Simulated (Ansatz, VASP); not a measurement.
# Two plane-wave programs on BeZn2TeS2

```
CELL_PARAMETERS angstrom
5.45348 0.00000 0.00000
0.00000 5.45348 0.00000
0.00000 0.00000 4.53467
ATOMIC_POSITIONS crystal
Be 0.00000 0.00000 0.00000
Zn 0.00000 0.50000 0.00000
Zn 0.50000 0.00000 0.00000
Te 0.50000 0.50000 0.00000
S 0.00000 0.50000 0.50000
S 0.50000 0.00000 0.50000
```

Alike in both runs: functional PBE; k mesh 4 × 4 × 6; occupations gaussian, width 0.1 eV; no spin polarisation.

Ansatz relaxed the structure, and its values are those at the end. VASP's run is a single point on that final structure, the one shown.

|  | VASP | Ansatz |
| --- | --- | --- |
| version | VASP 6.6.1 | Ansatz 0.2.0 |
| potentials or method | VASP PAW PBE potentials, release 64 (Be, Zn, Te, S) | scalar-relativistic, plane waves, PAW |
| plane-wave cutoff (eV) | 520 | 420 |
| valence electrons in the cell | 44 | 54 |

|  | VASP | Ansatz | Ansatz less VASP |
| --- | --- | --- | --- |
| gap on the k mesh at the Fermi level (eV) | none | none | - |
| pressure (GPa) | 0.2 | 0.1 | -0.10 |

A gap of «none» marks a metal or a gap that the smearing closes. The two sets of potentials don't hold the same shells in valence.

Spin-orbit coupling is left out, which matters for the levels of Te.
